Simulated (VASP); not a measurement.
Input:

```yaml
crystal:
  lattice:
    - [-1.61295, 1.61295, 3.24420]
    - [1.61295, -1.61295, 3.24420]
    - [1.61295, 1.61295, -3.24420]
  atoms:
    - { symbol: Ca, position: [0.50000, 0.50000, 0.00000] }
    - { symbol: O, position: [0.88610, 0.88610, 0.00000] }
    - { symbol: O, position: [0.11390, 0.11390, 0.00000] }
```

All values below come from LDA (Ceperley-Alder, Perdew-Zunger), VASP's LDA PAW potentials (set 64) (plane waves; VASP 6.6.1). Settings: 520 eV cut-off, 11×11×11 Γ-centred mesh, tetrahedra with Blöchl corrections, potentials Ca_sv O.

Problem. The job: CaO₂ (space group I4/mmm), 3 atoms, LDA, static run, 520 eV, 11×11×11 Γ-centred mesh. Roughly how much core time does it take on a busy server core?

Solution. About 2 core-minutes (one run on a shared machine, a rough figure). It had 126 irreducible k-points, 15 bands, up to 925 plane waves and 13 electronic steps.

The structure comes from a computed database's CaO2 entry (I4/mmm); how it stands against other phases isn't given here. It was relaxed first, which changed the volume by -7 %.
